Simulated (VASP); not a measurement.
Write the native input for VASP 6.6.1 that does the following.

```
Task                   : relaxation of cell and atoms
Functional             : PBEsol
Potentials or basis    : VASP PAW PBE potentials, release 64 (Bi_d)
Cutoff                 : 600 eV
k mesh                 : 12 × 12 × 12
Occupations            : methfessel-paxton, width 0.1 eV
Spin                   : no spin polarisation
Further INCAR settings : ALGO = Normal; EDIFF = 1e-07; IBRION = 2; EDIFFG = -0.005; NSW = 90; ISIF = 3
```

The structure of Bi lies in POSCAR:

```
Bi                                      
1.0
    2.2635333026      1.3068515616      3.8752422238
   -2.2635333026      1.3068515616      3.8752422238
    0.0000000000     -2.6137031231      3.8752422238
  Bi            
     2
Direct
     0.2369106128026608    0.2369106128026608    0.2369106128026608
     0.7630893871973393    0.7630893871973393    0.7630893871973393
```

These files were run (other wordings do the same):

INCAR

```
SYSTEM = Bi
  PREC = Accurate
  ENCUT = 600
  EDIFF = 1E-7
  ISMEAR = 1
  SIGMA = 0.1
  LREAL = .FALSE.
  LASPH = .TRUE.
  NELM = 80
  ALGO = Normal
  ISIF = 3
  LWAVE = .FALSE.
  LCHARG = .FALSE.
  GGA = PS
  IBRION = 2
  NSW = 90
  EDIFFG = -0.005
```

KPOINTS

```
regular mesh
0
G
  12 12 12
  0 0 0
```

Potentials or basis: VASP PAW PBE potentials, release 64 (Bi_d).

Command:

```bash
$ cat potpaw_PBE.64/Bi_d/POTCAR > POTCAR
$ mpirun -np 1 vasp_std > vasp.out
```

Results of the run:

The relaxed volume is 34.38 Å³/atom and the relaxed cell is a = 4.674 Å, b = 4.674 Å, c = 4.674 Å, α = 57.92°, β = 57.92°, γ = 57.92°. The space group after relaxing (to 0.05 Å) is R-3m (No. 166) and the energy gained by relaxing is 0.0 meV/atom. The ionic steps are 2, the pressure after relaxing is 0.0 GPa and the band gap on the k mesh is none (metal or under the smearing width).

Caveat: the PAW data sets were made with another functional, which shifts forces and pressure a little; spin-orbit coupling is left out, which moves the levels of the heavy elements.

Wall time 2.3 min on 1 thread of Intel(R) Xeon(R) 6975P-C (Granite Rapids), with other jobs on the host, peak memory 0.41 GiB.
